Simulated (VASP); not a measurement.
Calculation: PBE GGA, VASP's PBE PAW potentials (set 64) (plane waves; VASP 6.6.1).

Input for VASP

**POSCAR**
```
Os
1
    1.3649642217    -2.3641870109     0.0000000000
    1.3649642217     2.3641870109     0.0000000000
    0.0000000000    -0.0000000000     4.3185939449
Os
2
Direct
  0.3333330000   0.6666670000   0.2500000000
  0.6666670000   0.3333330000   0.7500000000
```

**INCAR**
```
SYSTEM = Os
PREC = Accurate; ENCUT = 500; LREAL = F
LASPH = T
EDIFF = 1E-6; NELM = 100; ALGO = Normal
LMAXMIX = 6
ISMEAR = 1; SIGMA = 0.1
GGA = PE
IBRION = 2; NSW = 40; ISIF = 3
EDIFFG = -0.02; PSTRESS = 100
LWAVE = F; LCHARG = F
```

KPOINTS:
```
Automatic mesh
0
Gamma
15 15 9
0 0 0
```

POTCAR, in this order: Os (PBE.64 set). Program: vasp_std.

Output of the run:

File OSZICAR:
```
       N       E                     dE             d eps       ncg     rms          rms(c)
DAV:   1     0.100609279592E+03    0.10061E+03   -0.75194E+03  3240   0.124E+03
DAV:   2    -0.169962317153E+02   -0.11761E+03   -0.10624E+03  3464   0.394E+02
DAV:   3    -0.237173919167E+02   -0.67212E+01   -0.61828E+01  4012   0.765E+01
DAV:   4    -0.238769340204E+02   -0.15954E+00   -0.15833E+00  3416   0.120E+01
DAV:   5    -0.238789357298E+02   -0.20017E-02   -0.20015E-02  3772   0.108E+00    0.236E+01
DAV:   6    -0.228119881923E+02    0.10669E+01   -0.11241E+00  3496   0.980E+00    0.109E+01
DAV:   7    -0.224901890344E+02    0.32180E+00   -0.82093E-01  3704   0.824E+00    0.479E-01
DAV:   8    -0.224842939416E+02    0.58951E-02   -0.76329E-03  3312   0.732E-01    0.280E-01
DAV:   9    -0.224823499783E+02    0.19440E-02   -0.13754E-03  3456   0.449E-01    0.528E-02
DAV:  10    -0.224823872947E+02   -0.37316E-04   -0.54792E-05  3692   0.741E-02    0.104E-02
DAV:  11    -0.224823577193E+02    0.29575E-04   -0.62873E-06  3360   0.305E-02    0.809E-04
DAV:  12    -0.224823569384E+02    0.78085E-06   -0.12873E-07  1708   0.407E-03
   1 F= -.20742695E+02 E0= -.20743036E+02  d E =-.207427E+02
```

File OUTCAR:
```
------------------------ aborting loop because EDIFF is reached ----------------------------------------
  FORCE on cell =-STRESS in cart. coord.  units (eV):
  Direction    XX          YY          ZZ          XY          YZ          ZX
  --------------------------------------------------------------------------------------
  Total        1.7577530      1.7577524      1.7575711      0.0000000     -0.0000000     -0.0000000
  in kB      101.0399135    101.0398817    101.0294582      0.0000000     -0.0000000     -0.0000000
  external PRESSURE =       1.0364178 kB  Pullay stress =     100.0000000 kB
  volume of cell :       27.87
      direct lattice vectors                 reciprocal lattice vectors
     1.364964222 -2.364187011  0.000000000     0.366309968 -0.211489192  0.000000000
     1.364964222  2.364187011  0.000000000     0.366309968  0.211489192  0.000000000
     0.000000000  0.000000000  4.318593945     0.000000000  0.000000000  0.231556848
 POSITION                                       TOTAL-FORCE (eV/Angst)
 -----------------------------------------------------------------------------------
      1.36496      0.78806      1.07965        -0.000000     -0.000000      0.000000
      1.36496     -0.78806      3.23895         0.000000      0.000000      0.000000
 -----------------------------------------------------------------------------------
    total drift:                                0.000001      0.000021     -0.000020
  FREE ENERGIE OF THE ION-ELECTRON SYSTEM (eV)
  ---------------------------------------------------
  free  energy   TOTEN  =       -22.4823569384 eV

  energy  without entropy=      -22.4833807998  energy(sigma->0) =      -22.48269823
  enthalpy is  TOTEN    =       -20.7426949288 eV   P V=        1.7396620097

 reached required accuracy - stopping structural energy minimisation
```
(Selected blocks of OUTCAR.)

The compound is Os in the hcp structure. It was relaxed first under an external pressure of 10 GPa.
